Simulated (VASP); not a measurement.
Consider the following.

```yaml
crystal:
  lattice:
    - [-2.05150, 2.05150, 5.10350]
    - [2.05150, -2.05150, 5.10350]
    - [2.05150, 2.05150, -5.10350]
  atoms:
    - { symbol: Y, position: [0.00000, 0.00000, 0.00000] }
    - { symbol: Ge, position: [0.37800, 0.37800, 0.00000] }
    - { symbol: Ge, position: [0.62200, 0.62200, 0.00000] }
    - { symbol: Rh, position: [0.75000, 0.25000, 0.50000] }
    - { symbol: Rh, position: [0.25000, 0.75000, 0.50000] }
```

All values below come from PBEsol GGA, VASP's PBE PAW potentials (set 64) (plane waves; VASP). Run with 300 eV cut-off, 7×7×7 Γ-centred mesh, Fermi-Dirac smearing of 0.10 eV, potentials Y_sv Ge_d Rh_pv.

At this cut-off the stress carries a Pulay error, which pulls relaxed volumes low.

**Question.** Predict the energy per atom (σ→0), pressure, largest force, band gap (on the k-mesh) with the smallest direct gap where there is one.

**Answer.** 
| Quantity | Value |
|---|---|
| band gap (on the k-mesh) | none (metal, semimetal or under 0.01 eV) |
| energy per atom (σ→0) | -7.527 eV/atom |
| pressure | -1.58 GPa |
| largest force | 0.051 eV/Å |

Total energies compare only between runs with the same potentials, cut-off and functional.

The structure comes from a measured Rh2YGe2 entry of the Crystallography Open Database, whose conditions weren't checked. The cell was not relaxed at this level. The k-mesh is coarse (spacing up to 0.31 per Å, 2π included), so the numbers may not be converged in it. The electron count is odd and the run is not spin-polarised, which forces a metal.
